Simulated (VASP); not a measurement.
```yaml
crystal:
  lattice:
    - [0.00000, 2.05495, 2.05495]
    - [2.05495, 0.00000, 2.05495]
    - [2.05495, 2.05495, 0.00000]
  atoms:
    - { symbol: Li, position: [0.00000, 0.00000, 0.00000] }
    - { symbol: H, position: [0.50000, 0.50000, 0.50000] }
```

Method: vdW-DF-cx, VASP's PBE PAW potentials (set 64) (plane waves; VASP). Run with 520 eV cut-off, 11×11×11 Γ-centred mesh, Gaussian smearing of 0.050 eV, potentials Li_sv H.

**Question.** Give the stress tensor in GPa (positive for a compressed cell).

**Answer.** 
```
-1.84   0.00   0.00
 0.00  -1.84   0.00
 0.00   0.00  -1.84
```
The pressure is its mean diagonal, -1.84 GPa.

The compound is LiH in the rock salt structure. This cell is one point of a volume scan, at 1.06 of the reference volume.
